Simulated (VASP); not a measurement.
Computed with LDA (Ceperley-Alder, Perdew-Zunger), VASP's LDA PAW potentials (set 64) (plane waves; VASP).

A VASP calculation is set up with these files.

**INCAR**
```
SYSTEM = PtS2
PREC = Accurate
ENCUT = 520
EDIFF = 1E-7
NELM = 100
ALGO = Normal
LREAL = .FALSE.
LASPH = .TRUE.
ISMEAR = -5
LMAXMIX = 6
LWAVE = .FALSE.
LCHARG = .TRUE.
LORBIT = 11
NEDOS = 601
ISIF = 2
LEFG = .TRUE.
```

**POSCAR**
```
PtS2
1
    1.7799084958    -3.0828920192     0.0000000000
    1.7799084958     3.0828920192     0.0000000000
    0.0000000000     0.0000000000     4.5468788663
Pt S
1 2
Direct
  0.0000000000   0.0000000000   0.0000000000
  0.3333330000   0.6666670000   0.2616608554
  0.6666670000   0.3333330000   0.7383391446
```

KPOINTS:
```
Automatic mesh
0
Gamma
11 11 8
0 0 0
```

POTCAR, in this order: Pt S (LDA.64 set). Program: vasp_std.

The resulting files:

### OSZICAR
```
       N       E                     dE             d eps       ncg     rms          rms(c)
DAV:   1     0.112906674524E+03    0.11291E+03   -0.10797E+04  3380   0.132E+03
DAV:   2    -0.146701478049E+02   -0.12758E+03   -0.12534E+03  4168   0.252E+02
DAV:   3    -0.194711892933E+02   -0.48010E+01   -0.47746E+01  4211   0.521E+01
DAV:   4    -0.195192676205E+02   -0.48078E-01   -0.48061E-01  4238   0.576E+00
DAV:   5    -0.195199862873E+02   -0.71867E-03   -0.71864E-03  4336   0.679E-01    0.195E+01
DAV:   6    -0.184856988715E+02    0.10343E+01   -0.75463E+00  3398   0.281E+01    0.125E+01
DAV:   7    -0.182529408804E+02    0.23276E+00   -0.13426E+00  3342   0.128E+01    0.586E+00
DAV:   8    -0.182192290911E+02    0.33712E-01   -0.85307E-02  3902   0.227E+00    0.125E+00
DAV:   9    -0.182141921797E+02    0.50369E-02   -0.12036E-02  3944   0.120E+00    0.246E-01
DAV:  10    -0.182142236382E+02   -0.31458E-04   -0.16029E-03  3930   0.301E-01    0.858E-02
DAV:  11    -0.182142340084E+02   -0.10370E-04   -0.45695E-05  4189   0.642E-02    0.372E-02
DAV:  12    -0.182142269677E+02    0.70407E-05   -0.66436E-06  3909   0.279E-02    0.773E-03
DAV:  13    -0.182142266578E+02    0.30990E-06   -0.79789E-07  3986   0.743E-03    0.312E-03
DAV:  14    -0.182142267118E+02   -0.54039E-07   -0.41064E-08  2175   0.158E-03
   1 F= -.18214227E+02 E0= -.18214227E+02  d E =0.000000E+00
```

File OUTCAR:
```
------------------------ aborting loop because EDIFF is reached ----------------------------------------
  FORCE on cell =-STRESS in cart. coord.  units (eV):
  Direction    XX          YY          ZZ          XY          YZ          ZX
  --------------------------------------------------------------------------------------
  Total       -0.0108633     -0.0108633     -0.0504781      0.0000000      0.0000000      0.0000000
  in kB       -0.3487961     -0.3487961     -1.6207444      0.0000000      0.0000000      0.0000000
  external PRESSURE =      -0.7727789 kB  Pullay stress =       0.0000000 kB
  volume of cell :       49.90
      direct lattice vectors                 reciprocal lattice vectors
     1.779908496 -3.082892019  0.000000000     0.280913317 -0.162185376  0.000000000
     1.779908496  3.082892019  0.000000000     0.280913317  0.162185376  0.000000000
     0.000000000  0.000000000  4.546878866     0.000000000  0.000000000  0.219931084
 POSITION                                       TOTAL-FORCE (eV/Angst)
 -----------------------------------------------------------------------------------
      0.00000      0.00000      0.00000         0.000000      0.000000      0.000000
      1.77991      1.02763      1.18974         0.000000     -0.000000     -0.018797
      1.77991     -1.02763      3.35714        -0.000000      0.000000      0.018797
 -----------------------------------------------------------------------------------
    total drift:                               -0.000000      0.000000      0.000000
  FREE ENERGIE OF THE ION-ELECTRON SYSTEM (eV)
  ---------------------------------------------------
  free  energy   TOTEN  =       -18.2142267118 eV

  energy  without entropy=      -18.2142267118  energy(sigma->0) =      -18.21422671

 total charge

# of ion       s       p       d       tot
------------------------------------------
    1        0.712   0.803   8.028   9.542
    2        1.365   2.256   0.000   3.621
    3        1.365   2.256   0.000   3.621
--------------------------------------------------
tot          3.442   5.315   8.028  16.785
```
(Selected blocks of OUTCAR.)

File OUTCAR:
```
 val. band max:        8.5734332002   @ k =   0.0000   0.0000   0.0000

 cond. band min:       8.4876719971   @ k =  -0.0909   0.2727   0.3750


 Fermi energy:         8.4989881960

 k-point     1 :       0.0000    0.0000    0.0000
  band No.  band energies     occupation
      1      -7.8340      2.00000
      2      -4.0347      2.00000
      3       0.4659      2.00000
      4       1.0304      2.00000
      5       1.0304      2.00000
      6       3.9958      2.00000
      7       3.9958      2.00000
      8       5.8763      2.00000
      9       6.7697      2.00000
     10       6.7698      2.00000
     11       8.5734      1.89376
     12       9.4773      0.00000
     13       9.4773      0.00000
     14      11.6502      0.00000
     15      13.4681      0.00000

 k-point     2 :       0.0909    0.0000    0.0000
  band No.  band energies     occupation
      1      -7.7256      2.00000
      2      -4.1287      2.00000
      3       0.5851      2.00000
      4       1.1025      2.00000
      5       1.1671      2.00000
      6       3.8388      2.00000
      7       3.9142      2.00000
      8       5.5803      2.00000
      9       6.6183      2.00000
     10       6.7036      2.00000
     11       8.1556      2.00449
     12       9.5340      0.00000
     13       9.5810      0.00000
     14      12.2755      0.00000
     15      13.8864      0.00000

 k-point     3 :       0.1818    0.0000    0.0000
  band No.  band energies     occupation
      1      -7.4122      2.00000
      2      -4.3685      2.00000
      3       0.9202      2.00000
      4       1.3001      2.00000
      5       1.5279      2.00000
      6       3.2959      2.00000
      7       3.7409      2.00000
      8       4.9590      2.00000
      9       6.3639      2.00000
     10       6.4423      2.00000
     11       7.4002      2.00000
     12       9.7627      0.00000
     13       9.7796      0.00000
     14      13.2365      0.00000
     15      14.4866      0.00000
...
```

For a metal the tetrahedron method with Blöchl corrections gives inexact stress and forces. Unless said otherwise, spin-orbit coupling is left out, though it shifts the bands of the heavy elements here.

The compound is PtS2 in the 1T layered structure. It was relaxed first, which changed the volume by -9 %.
